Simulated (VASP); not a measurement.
# Pressure and energy of Ta₂Se (P4/nmm) within about 6% of the equilibrium volume, r2SCAN

Shrinking the cell of Ta₂Se evenly by 6.05% in volume, with the fractional positions held, takes a mean pressure of 11.78 GPa, yet enlarging it in the same way by nearly as much, 5.94%, gives a tension of only 8.63 GPa. Why does even scaling meet more resistance inwards than outwards, and do the energies alone account for the pressures? The answer matters wherever an even strain is converted into a mean pressure, since a single stiffness would be too low for one direction and too high for the other. It does not give the pressure needed to squeeze a real crystal, which can change its shape and shift its atoms, and is much softer for that reason. We follow the mean pressure and the energy per atom as the cell is scaled evenly. Volume changes are counted from the minimum of the fitted energy curve, 19.58 Å³ per atom, and energies from the lowest calculated point. Positive pressure means compression.

## How the numbers were made

A cell from a diffraction database, relaxed at this level and then scaled evenly, fractional positions kept. VASP 6.6.1, plane waves with PAW, r2SCAN, cutoff 400 eV, k mesh 7×7×3, no spin polarisation, no spin-orbit coupling, static lattice. A Birch-Murnaghan fit to the energies has its minimum at 19.58 Å³ per atom.

Notes on method and selection:

- The pressure is that of a finite plane-wave basis, so it need not vanish exactly at the minimum of the energy.
- Only series whose fit has its minimum inside the range and an error under 0.5 meV per atom are shown.
- Where rows or columns differ in functional or spin-orbit coupling, non-spherical gradient terms in the PAW spheres (LASPH) may be on in some and off in others.
- Runs that did not converge, have known faults or may not be shown are not listed, and runs on Ansatz's PAW sets soft_1 and soft_2 are kept to separate tables.

Columns:

- volume change (%): volume relative to the fitted equilibrium volume.
- pressure (GPa): pressure from the stress tensor (positive: compressed).
- energy (meV/atom): energy per atom above the lowest point of the series.

Input lines of one member:

```
PREC = Accurate
ENCUT = 400
EDIFF = 1E-06
NELM = 100
ISMEAR = 0
SIGMA = 0.05
LREAL = .FALSE.
ALGO = Normal
METAGGA = R2SCAN
LASPH = .TRUE.
NBANDS = 34
LORBIT = 11
KPAR = 4
ISIF = 2
```

Command (options for logging and memory left out): `mpirun -np 4 vasp_std`

## Data

| member | volume change (%) | pressure (GPa) | energy (meV/atom) |
| --- | --- | --- | --- |
| 18.40 Å³ | −6.05 | 11.78 | 41.6 |
| 18.79 Å³ | −4.05 | 7.45 | 18.0 |
| 19.18 Å³ | −2.05 | 3.54 | 4.5 |
| 19.57 Å³ | −0.05 | 0.02 | 0.0 |
| 19.96 Å³ | 1.94 | −3.17 | 3.7 |
| 20.35 Å³ | 3.94 | −6.04 | 14.8 |
| 20.74 Å³ | 5.94 | −8.63 | 32.6 |

Least-squares fits to the whole series, with x = volume change (%); R² and errors in the fitted variable (y, or ln y where the fit is in ln y):

| y | members | fit | R² | rms residual | leave-one-out rms | the same for the mean of the others |
| --- | --- | --- | --- | --- | --- | --- |
| pressure (GPa) | 7 | y = −0.07607 − 1.692 x + 0.04329 x² | 1.00 | 0.030 | 0.081 | 7.9 |
| energy (meV/atom) | 7 | y = −0.05582 − 0.4979 x + 1.032 x² | 1.00 | 0.77 | 2.1 | 17 |

## Reading the trend

The pressure falls from row to row as the volume grows, and it falls ever more slowly. Between the two most compressed cells the slope is (11.78 − 7.45) / 2.00 = 2.17 GPa per percent; between the two most stretched it is (8.63 − 6.04) / 2.00 = 1.30. The energy rises on both sides of the minimum, more steeply under compression.

The usual cause is that the repulsion between overlapping electron shells changes faster with distance than the bonding attraction. The energy well is therefore steeper on its inner side. A model with two parameters carries this.

1. Let s be the volume change in percent. Near the minimum the energy is smooth and has no linear term, so we keep the next two: E = A s² − C s³, in meV per atom. A measures the stiffness and C the lopsidedness of the well.

2. All fractional positions are held, so the work done in an even scaling is that of the mean pressure alone: P = −dE/dV. This remains true although the scaled cells carry forces along c and a stress that is larger in the layer plane than along c.

3. One percent of the volume is 19.58 / 100 = 0.1958 Å³ per atom, and 1 GPa·Å³ is 6.242 meV. The conversion is k = 0.1958 × 6.242 = 1.222 meV per GPa, and

 P = (−2A s + 3C s²) / k.

4. For this even scaling, the bulk modulus at the minimum is B₀ = 200 A / k, and its pressure derivative is B₀′ = 300 C / A − 1.

The term in s² has the same sign on both sides. It adds to the pressure of a compressed cell and takes away from the tension of a stretched one, which is the asymmetry seen in the table.

## Fixing and testing the model

We fix A and C on the energies of the two end members, 18.40 Å³ and 20.74 Å³, and use no pressure at all. Dividing each energy by s² gives

- 18.40 Å³: 41.6 / 6.05² = 1.1365, which equals A + 6.05 C
- 20.74 Å³: 32.6 / 5.94² = 0.9239, which equals A − 5.94 C

Hence C = (1.1365 − 0.9239) / (6.05 + 5.94) = 0.01773 and A = 0.9239 + 5.94 × 0.01773 = 1.0292. The bulk modulus for even scaling is 200 × 1.0292 / 1.222 = 168 GPa, and its pressure derivative is 300 × 0.01773 / 1.0292 − 1 = 4.2.

The coefficients of the pressure are 2 × 1.0292 / 1.222 = 1.684 and 3 × 0.01773 / 1.222 = 0.04353, so that P = −1.684 s + 0.04353 s² in GPa. For four other members:

- 18.79 Å³: 1.684 × 4.05 + 0.04353 × 4.05² = 7.53; table 7.45
- 19.18 Å³: 1.684 × 2.05 + 0.04353 × 2.05² = 3.64; table 3.54
- 19.96 Å³: −1.684 × 1.94 + 0.04353 × 1.94² = −3.10; table −3.17
- 20.35 Å³: −1.684 × 3.94 + 0.04353 × 3.94² = −5.96; table −6.04

The energies of these four members come out within about 0.1 meV per atom of the table. The printed parabola, which has no cubic term, has an rms residual of 0.77 meV per atom.

## Departures from the trend

Largest departures from the fit to the whole series:

| member | pressure (GPa) | fit | computed − fit | in rms residuals |
| --- | --- | --- | --- | --- |
| 18.79 Å³ | 7.45 | 7.49 | −0.04 | 1.2 |
| 18.40 Å³ | 11.78 | 11.75 | +0.03 | 1.2 |
| 19.18 Å³ | 3.54 | 3.57 | −0.03 | 1.1 |
| 20.74 Å³ | −8.63 | −8.60 | −0.03 | 1.0 |

Against the model built on the energies, the pressures of the four members tested in the previous section all lie too low, by 0.07 to 0.10 GPa. At 19.57 Å³ the model gives 1.684 × 0.05 = 0.08 GPa and the table 0.02, again lower. A shift that is nearly as large at the minimum as away from it cannot come from the shape of the well, because the slope of the energy vanishes there.

What most likely fails is the assumption that the tabled pressure is the exact slope of the tabled energies. The stress is evaluated for a fixed set of plane waves, whereas the energies belong to a fixed cutoff. Compressing a fixed set raises its effective cutoff and lowers the energy a little, so the stress tensor reports too low a pressure. The sign agrees, and such a shift would explain why the pressure is almost zero at a volume slightly below that of the energy minimum. Its size could be tested with a higher cutoff, which should shrink it.

At the ends a second departure appears. The table differs from the model by 0.00 GPa at 18.40 Å³ and by −0.16 GPa at 20.74 Å³, which is the common shift of −0.08 with 0.08 added on one side and subtracted on the other. This is the pattern of a positive s⁴ term in the energy, which the model leaves out.

## What to take away

From −6.05% to +5.94%, two energies and the fitted equilibrium volume reproduce every tabled pressure within 0.16 GPa, for even scaling with held fractional positions. This says how well energies and stresses agree on one k mesh, not how accurate the pressures are: at the relaxed volume, a denser mesh moves the pressure by more than the common shift of 0.08 GPa.

Neither these pressures nor the 168 GPa describe Ta₂Se under hydrostatic pressure, where the atoms and the c/a ratio are free to give way. The diffraction cell from which the relaxation started shows how much this matters. Its volume lies within the compressed half of the table, but it is smaller than the relaxed cell almost wholly because the gap between facing selenium layers is narrower, and its energy is far below that of an evenly scaled cell of the same volume. The best shape and positions at that volume can only lower the energy further. The crystal is therefore much easier to compress than the table suggests, and 168 GPa is an upper bound too loose to serve as an estimate of the hydrostatic bulk modulus.

A dispersion correction would add attraction, chiefly across the same selenium gap, and should shrink the equilibrium volume. That shrinkage would not be even, so the model's slope of about 1.7 GPa per percent cannot convert it into a pressure; the result would be much too high.

[Logs are printed without paths, hosts, clocks, repeated set-up lines and the standing remarks that a program may print on its own settings, such as how far it seeks lower states.]
